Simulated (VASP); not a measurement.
Energy against volume of SnTe (rock salt). All values below come from AM05 GGA, VASP's PBE PAW potentials (set 64) (plane waves; VASP). Run with 520 eV cut-off, 7×7×7 Γ-centred mesh, Gaussian smearing of 0.050 eV, potentials Sn_d Te.

| V (Å³/atom) | E (eV/atom) |
|---|---|
| 29.359 | -3.86048 |
| 30.296 | -3.87393 |
| 31.233 | -3.87815 |
| 32.170 | -3.87462 |

Q: Fit these four points and predict the energy of the run at 33.107 Å³/atom.

A: A cubic in V^(−2/3), the third-order Birch-Murnaghan form, passes through the four points with V0 = 31.25 Å³/atom and B0 = 44 GPa, and gives -3.8646 eV/atom there. The run gave -3.8645 eV/atom, +0.1 meV/atom from the fit; all five points give B0 = 44 GPa.

The compound is SnTe in the rock salt structure, which distorts at low temperature. It was relaxed first.
